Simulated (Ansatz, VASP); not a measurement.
# AlCo (CoAl strained to the junction's net) in two plane-wave programs

Aim: how closely do two programs agree when they are given the same cell, functional and k mesh? The cell is generated by rule, not measured, and may not be a known phase. The structure shown is the end of the Ansatz relaxation below.

Program: Ansatz 0.2.0. Level of theory: plane waves, with VASP 6.6.1 beside it; single point at PBE. Results are calculated unless marked as measured.

## Step 1: Starting point

The structure is tetragonal, space group P4/mmm (No. 123). Conventional cell: a = 2.835 Å, b = 2.835 Å, c = 2.871 Å, α = 90.00°, β = 90.00°, γ = 90.00°. Nearest to Co lie 8 Al at 2.47 Å. Nearest to Al lie 8 Co at 2.47 Å. Farther neighbours are not listed.

## Step 2: Ansatz: relaxation, PBE

Ansatz runs on its default PAW (the set named soft_2) files.

This run makes the geometry at which the two programs are then compared.

Input file input.yaml:

```yaml
crystal:
  lattice:
    - [2.835, 0.0, 0.0]
    - [0.0, 2.835, 0.0]
    - [0.0, 0.0, 2.8605]
  atoms:
    - { symbol: Co, position: [0.0, 0.0, 0.0] }
    - { symbol: Al, position: [0.5, 0.5, 0.5] }
kpoints:
  mp_grid: { grid: [12, 12, 11] }
scf:
  occupations: { method: fermi_dirac, width: 0.1 }
  max_iter: 150
hamiltonian:
  xc: pbe
relax:
  f_tol: 0.01
  max_steps: 40
  cell: { fix: [a, b, angles] }
```

On the command line:

```bash
$ ansatz run input.yaml --threads 4 --pin off --max-ram 16384MiB --backend cpu --events-out ev --progress --plain --runs-dir out
```

Numbers of over 12 decimals in the logs are rounded to 6 here.

Log:

```text
Engine: ansatz 0.2.0, aarch64-unknown-linux-gnu
Pseudopotentials: kind: paw
Pseudopotential: Co, paw, valence charge 17, recommended cutoff 420 eV (normal), Co.paw.azcp
Pseudopotential: Al, paw, valence charge 3, recommended cutoff 420 eV (normal), Al.paw.azcp
Functional definition: PBE
  parameter kappa = 0.804
  parameter beta = 0.066725
  exchange = pbe_x(kappa = kappa, mu = beta*pi^2/3)
  correlation = pbe_c(beta = beta)
Crystal: 2 atoms, lattice volume = 22.990 Å³
Basis set: ecut = 420 eV, 461 PW (Γ), exchange–correlation on 40×40×40 points (8 copies of the dense FFT grid, shifted against one another)
Bands: 14, of which v1, the nominal top of the filled ones, is band 10 counted from 1 (9 counted from 0)
Symmetry: 16 space group operations
Space group: P4/mmm (ITA 123), of the structure as read, at distance tolerance 2.8e-5 Å
k-points: 168 of 1584
Non-local potential: Co, projectors of the file, l = 0: 3, l = 1: 2, l = 2: 3, l = 3: 1
Non-local potential: Al, projectors of the file, l = 0: 2, l = 1: 2, l = 2: 1
PAW form: soft (Blöchl's): semilocal exchange-correlation on the pseudo side does not see the compensation charge
PAW one-centre angular grid: Co, 590 points (default); XC on 64 Gauss nodes
PAW one-centre angular grid: Al, 110 points (default); XC on 64 Gauss nodes
Initial density: superposition of atomic densities (neutral atoms: chi_scale 0, normalization atom), corrected by the library's trained network
Initial wavefunctions: pseudopotential atomic-orbital guess
Functional: x = pbe(κ = 0.804, μ = 0.219515), c = pbe(β = 0.066725)
SCF iter   1: F=—  HF=-5664.852108 eV  |F-HF|=—  |Δ(HF+E_count)|=         —  Δρ=9.47e-3  dr2=1.44e-2  ethr=1.77e-3  ⟨swp⟩=4.2  Hψ=10823  notcnv=0
preconditioner: auto → none  [metal: Δε(μ)=0.037 eV  Ē_g=8.289 eV  σ=0.100 eV  W_gap=0.09  n_scr=6 (ndim 8)  ℏωp=26.8 eV  f_vac=0.000  D(μ)=0.83/eV (n_scr^D=6)  sad-step TF]
SCF iter   2: F=—  HF=-5664.851207 eV  |F-HF|=—  |Δ(HF+E_count)|=   9.01e-4  Δρ=5.17e-3  dr2=4.82e-3  ethr=7.21e-5  ⟨swp⟩=1.0  Hψ=3696  notcnv=0
SCF iter   3: F=—  HF=-5664.850706 eV  |F-HF|=—  |Δ(HF+E_count)|=   5.01e-4  Δρ=6.87e-4  dr2=7.80e-5  ethr=2.41e-5  ⟨swp⟩=1.0  Hψ=2360  notcnv=0
SCF iter   4: F=—  HF=-5664.850760 eV  |F-HF|=—  |Δ(HF+E_count)|=   5.40e-5  Δρ=1.65e-4  dr2=2.03e-6  ethr=3.90e-7  ⟨swp⟩=2.2  Hψ=2985  notcnv=0
iter 5 did not close the SCF: its close was put off for the readings that it lacked (scf_convergence_deferred on its scf_iter line)
SCF iter   5: F=-5664.850760 eV  HF=-5664.850760 eV  |F-HF|=7.49e-8  |Δ(HF+E_count)|=   3.94e-7  Δρ=2.67e-5  dr2=7.32e-8  ethr=1.01e-8  ⟨swp⟩=2.5  Hψ=3937  notcnv=0
SCF iter   6: F=-5664.850760 eV  HF=-5664.850760 eV  |F-HF|=6.32e-9  |Δ(HF+E_count)|=   6.71e-9  Δρ=8.07e-6  dr2=6.75e-9  ethr=3.66e-10  ⟨swp⟩=2.5  Hψ=7400  notcnv=0
SCF 1 converged in 6 iterations: F = -5664.850760 eV  dr2 = 6.75e-9
  greatest PAW one-centre occupation: 1.000 electrons in one spin orbital (limit 2), on the Co atom at site 0 (counted from 0), in its partial waves of l = 1
relax step   1: F+E_penalty+E_count = -5664.85076034 eV  Δ(F+E_penalty+E_count) = +0.000e0 eV  max|allowed force component| = 4.191e-31 eV/Å  Δτ_max = 0.0000 Å  P = +1.810 GPa  Ω = 22.990 Å³  fix = [a, b, alpha, beta, gamma]  reactions: a +2.233, b +2.233 GPa  (6 SCF iters, dr2 threshold 1.00e-7 eV, accepted)
[...]
relax step   2: F+E_penalty+E_count = -5664.85092610 eV  Δ(F+E_penalty+E_count) = -1.658e-4 eV  max|allowed force component| = 3.353e-30 eV/Å  Δτ_max = 0.0000 Å  P = +1.440 GPa  Ω = 23.037 Å³  energy of the carried Pulay correction = -3.279e-5 eV  fix = [a, b, alpha, beta, gamma]  reactions: a +1.954, b +1.954 GPa  (6 SCF iters, dr2 threshold 2.00e-7 eV, accepted)
[...]
relax step   3: F+E_penalty+E_count = -5664.85094677 eV  Δ(F+E_penalty+E_count) = -2.067e-5 eV  max|allowed force component| = 5.916e-31 eV/Å  Δτ_max = 0.0000 Å  P = +1.167 GPa  Ω = 23.071 Å³  energy of the carried Pulay correction = -5.722e-5 eV  fix = [a, b, alpha, beta, gamma]  reactions: a +1.747, b +1.747 GPa  (6 SCF iters, dr2 threshold 2.00e-7 eV, accepted)
[...]
relax step   4: F+E_penalty+E_count = -5664.85100398 eV  Δ(F+E_penalty+E_count) = -5.721e-5 eV  max|allowed force component| = 1.972e-31 eV/Å  Δτ_max = 0.0000 Å  P = +1.171 GPa  Ω = 23.071 Å³  fix = [a, b, alpha, beta, gamma]  reactions: a +1.749, b +1.749 GPa  stress off target by 1.56e-2 GPa on what of the cell is left free  SCF on the basis re-selected at this cell (its energy is not comparable with the rows above)  (8 SCF iters)
basis re-selected at this cell: Δ(F+E_penalty+E_count) = -5.721e-5 eV, ΔP = +0.005 GPa vs the last step (what re-selecting the basis moved, of the pressure what is left beyond the Pulay correction that the steps carried, after the strain that the cell walked since its last selection, with what the two solves' SCF thresholds leave and, on support functions, any second-order correction that the steps lacked; it is no m [...]
SCF converged after 8 iterations
Free energy (F): -5664.851004 eV
Harris-Foulkes:  -5664.851004 eV  (|F-HF|=9.09e-13)
Internal energy: -5664.822038 eV  (E = F + TS)
E sigma→0 (E₀):  -5664.836521 eV
Entropy (-TS):   -0.028966 eV (-14.483 meV/atom)
Fermi energy:    14.504524 eV
--- Per-component energies (eV) ---
  E_band       = -282.981480
  E_kinetic    = 483.517919
  E_local      = -3668.363938  (includes V_loc(G=0)·N_el)
  E_nonlocal   = 466.503419
  E_hartree    = 1584.776466
  E_xc         = -200.837105
  E_vxc        = -236.933395  (∫ρ·V_xc dr)
  E_paw        = -1985.239809  (= ΣΔE_a)
  E_vpaw       = -497.258485  (= ΣTr[D̂ρ^β])
  E_aug_tail   = 0.000059  (compensation charges beyond the density's cutoff)
  E_ewald      = -2345.179049
  E_smearing   = -0.028966  (= −TS)
  E_closure    = -0.000000  (closes the sum)
  Σ components = -5664.851004   (vs F -5664.851004, Δ=0.00e0)
--- Forces (eV/Å), atoms counted from 1 ---
  atom   1  Co     0.00000000     0.00000000     0.00000000
  atom   2  Al     0.00000000    -0.00000000     0.00000000
  max |Σ_I F_I| component: 3.94e-31 eV/Å
--- Stress (GPa, compression-positive) ---
        1.749394       0.000000       0.000000
        0.000000       1.749394       0.000000
        0.000000       0.000000       0.015553
  P = ⅓ Tr σ = 1.1714 GPa (11.714 kbar)
--- Relaxed structure (3 steps of the walk, 3 accepted, 1 SCFs on fresh bases) ---
  F+E_penalty+E_count = -5664.85100398 eV   max|allowed force component| = 1.972e-31 eV/Å   (the final SCF, on the basis selected at the relaxed cell)
  cell:  # Å, volume = 23.0713 Å³
    - [2.835, 0.0, 0.0]
    - [0.0, 2.835, 0.0]
    - [0.0, 0.0, 2.870560]
  atoms:
    - { symbol: Co, position: [0, 0, 0.0] }
    - { symbol: Al, position: [0.5, 0.5, 0.5] }
```

## Step 3: VASP: single point, PBE

The same cell, functional, mesh and smearing now go to VASP, with its own data sets.

Lines of VASP's logs that name or quote its potential files are left out, and so is its time.

Input file INCAR:

```
SYSTEM = AlCo
PREC = Accurate
ENCUT = 600
EDIFF = 1E-06
NELM = 120
ISMEAR = -1
SIGMA = 0.1
LREAL = .FALSE.
ALGO = Normal
GGA = PE
NBANDS = 12
LASPH = .TRUE.
LORBIT = 11
LWAVE = .FALSE.
LCHARG = .FALSE.
ISIF = 2
GGA_COMPAT = .FALSE.
```

Input file POSCAR:

```
AlCo
1.0
    2.8350000000      0.0000000000      0.0000000000
    0.0000000000      2.8350000000      0.0000000000
    0.0000000000      0.0000000000      2.8705596147
Co Al
1 1
Direct
    0.0000000000      0.0000000000      0.0000000000
    0.5000000000      0.5000000000      0.5000000000
```

Input file KPOINTS:

```
Automatic mesh
0
Gamma
12 12 11
0 0 0
```

The projector-augmented-wave data sets are Co and Al (PBE family, release 64).

On the command line:

```bash
$ mpirun -np 1 vasp_std
```

Log:

```text
[banner, memory and clock lines left out]
running    1 mpi-ranks, on    1 nodes
 distrk:  each k-point on    1 cores,    1 groups
 distr:  one band on    1 cores,    1 groups

 POSCAR found type information on POSCAR CoAl
 POSCAR found :  2 types and       2 ions
 LDA part: xc-table for (Slater+PW92), standard interpolation
 POSCAR, INCAR and KPOINTS ok, starting setup
 FFT: planning ... GRIDC
 FFT: planning ... GRID_SOFT
 FFT: planning ... GRID
 WAVECAR not read
 entering main loop
       N       E                     dE             d eps       ncg     rms          rms(c)
DAV:   1     0.403473798928E+02    0.40347E+02   -0.58292E+03  4056   0.119E+03
DAV:   2    -0.118823147777E+02   -0.52230E+02   -0.48224E+02  4140   0.191E+02
DAV:   3    -0.136382485346E+02   -0.17559E+01   -0.17390E+01  4928   0.414E+01
DAV:   4    -0.136662989633E+02   -0.28050E-01   -0.28040E-01  4648   0.461E+00
DAV:   5    -0.136672454178E+02   -0.94645E-03   -0.94643E-03  5060   0.924E-01    0.125E+01
DAV:   6    -0.164070295786E+02   -0.27398E+01   -0.61681E+01  4516   0.106E+02    0.175E+01
DAV:   7    -0.120354946329E+02    0.43715E+01   -0.29347E+01  4548   0.682E+01    0.182E+00
DAV:   8    -0.120139981780E+02    0.21496E-01   -0.18208E-01  4396   0.337E+00    0.111E+00
DAV:   9    -0.120016999609E+02    0.12298E-01   -0.26758E-02  5228   0.213E+00    0.282E-01
DAV:  10    -0.120013451482E+02    0.35481E-03   -0.54629E-04  4776   0.228E-01    0.131E-01
DAV:  11    -0.120013317162E+02    0.13432E-04   -0.18748E-05  5492   0.400E-02    0.639E-03
DAV:  12    -0.120013314597E+02    0.25652E-06   -0.15562E-06  3672   0.116E-02
   1 F= -.12001331E+02 E0= -.11986739E+02  d E =-.291852E-01
```

From OUTCAR (step 3):

```text
ion  position               nearest neighbor table
   1  0.000  0.000  0.000-   2 2.47   2 2.47   2 2.47   2 2.47   2 2.47   2 2.47   2 2.47   2 2.47

  LATTYP: Found a simple tetragonal cell.
 ALAT       =     2.8350000000
 C/A-ratio  =     1.0125430740

 Subroutine GETGRP returns: Found 16 space group operations
 (whereof 16 operations were pure point group operations)

The static configuration has the point symmetry D_4h.

 Found    168 irreducible k-points:

   k-points           NKPTS =    168   k-points in BZ     NKDIM =    168   number of bands    NBANDS=     12

   dimension x,y,z NGX =    24 NGY =   24 NGZ =   24
   dimension x,y,z NGXF=    48 NGYF=   48 NGZF=   48

   ENCUT  =  600.0 eV  44.10 Ry    6.64 a.u.   5.66  5.66  5.73*2*pi/ulx,y,z

   NELECT =      12.0000    total number of electrons

 k-points in reciprocal lattice and weights: Automatic mesh
   0.00000000  0.00000000  0.00000000       0.001
   0.08333333  0.00000000  0.00000000       0.003
   0.16666667  0.00000000  0.00000000       0.003
   0.25000000  0.00000000  0.00000000       0.003
   0.33333333  0.00000000  0.00000000       0.003
   0.41666667  0.00000000  0.00000000       0.003
   0.50000000  0.00000000  0.00000000       0.001
   0.08333333  0.08333333  0.00000000       0.003
   0.16666667  0.08333333  0.00000000       0.005
[...]
0.50000000  0.41666667  0.45454545       0.005
   0.50000000  0.50000000  0.45454545       0.001

 average (electrostatic) potential at core
       1 -77.7450       2 -69.1831

 E-fermi :  10.5748

 k-point     1 :       0.0000    0.0000    0.0000
  band No.  band energies     occupation
    ...
      2       7.6369      2.00000
      3       7.6567      2.00000
      4       9.7604      1.99942
      5       9.7604      1.99942
      6       9.8041      1.99910
      7      16.3008      0.00000
      8      16.7545      0.00000
      9      16.7545      0.00000
     10      19.3184      0.00000
     11      19.4114      0.00000
    ...

 k-point     2 :       0.0833    0.0000    0.0000
  band No.  band energies     occupation
    ...
      2       7.6387      2.00000
      3       7.6807      2.00000
      4       9.6853      1.99973
      5       9.7339      1.99955
      6       9.7681      1.99937
      7      15.5474      0.00000
      8      16.4894      0.00000
      9      16.9380      0.00000
     10      19.3229      0.00000
     11      20.4789      0.00000
    ...

 k-point     3 :       0.1667    0.0000    0.0000
  band No.  band energies     occupation
    ...
      2       7.5527      2.00000
      3       7.7834      2.00000
      4       9.4928      1.99996
      5       9.5528      1.99993
      6       9.7892      1.99923
      7      13.7280      0.00000
      8      17.0237      0.00000
      9      17.4603      0.00000
     10      19.2766      0.00000
     11      21.9168      0.00000
    ...

  Total        0.2422463      0.2422463     -0.0060931      0.0000000      0.0000000      0.0000000
  in kB       16.8226736     16.8226736     -0.4231310      0.0000000      0.0000000      0.0000000
  external PRESSURE =      11.0740721 kB  Pullay stress =       0.0000000 kB

  energy-cutoff  :      600.00
  volume of cell :       23.07
      direct lattice vectors                 reciprocal lattice vectors
     2.835000000  0.000000000  0.000000000     0.352733686  0.000000000  0.000000000
     0.000000000  2.835000000  0.000000000     0.000000000  0.352733686  0.000000000
     0.000000000  0.000000000  2.870559615     0.000000000  0.000000000  0.348364129

 POSITION                                       TOTAL-FORCE (eV/Angst)
 -----------------------------------------------------------------------------------
      0.00000      0.00000      0.00000         0.000000      0.000000      0.000000
      1.41750      1.41750      1.43528         0.000000      0.000000      0.000000
 -----------------------------------------------------------------------------------
    total drift:                                0.000000      0.000000      0.000000

  FREE ENERGIE OF THE ION-ELECTRON SYSTEM (eV)
  ---------------------------------------------------
  free  energy   TOTEN  =       -12.0013314597 eV

  energy  without entropy=      -11.9721462255  energy(sigma->0) =      -11.98673884

 total charge
# of ion       s       p       d       tot
------------------------------------------
    1        0.436   0.509   7.511   8.456
    2        0.395   0.430   0.000   0.825
--------------------------------------------------
tot          0.831   0.939   7.511   9.281

[... 3 further parts left out ...]
```

This run has no spin polarisation, so a moment on Co, if there is one, isn't seen.

## Step 4: Differences

Known differences besides the potentials themselves: the data sets hold 20 valence electrons in Ansatz (on its default PAW (the set named soft_2) files) and 12 in VASP; the cutoff is 420 eV in Ansatz and 600 eV in VASP; Ansatz's pressure holds a Pulay correction, VASP's none. Total energies have different zeros and are not compared.

The two programs side by side:

```csv
quantity,Ansatz,VASP,difference
pressure (GPa),1.17,1.11,+0.06
```

## Step 5: Results

```yaml
difference_in_pressure_single_point_pbe: 0.064 GPa
```

The difference in pressure is 0.064 GPa (single point, PBE), within the 1 GPa picked in this series as the mark of a large difference. The data sets hold unlike numbers of valence electrons (20 in Ansatz and 12 in VASP), so part of the differences comes from the potentials. How closely two codes agree says nothing of how well the functional describes the real material.

[Lines on the potential files, build, host, timing and source positions are cut from VASP's logs without a mark.]

[Logs are printed without paths, hosts, clocks, repeated set-up lines and the standing remarks that a program may print on its own settings, such as how far it seeks lower states.]

[Hosts, paths, dates, database ids (printed as entryN), source tags and the programs' standing remarks are cut or masked in the printed files.]
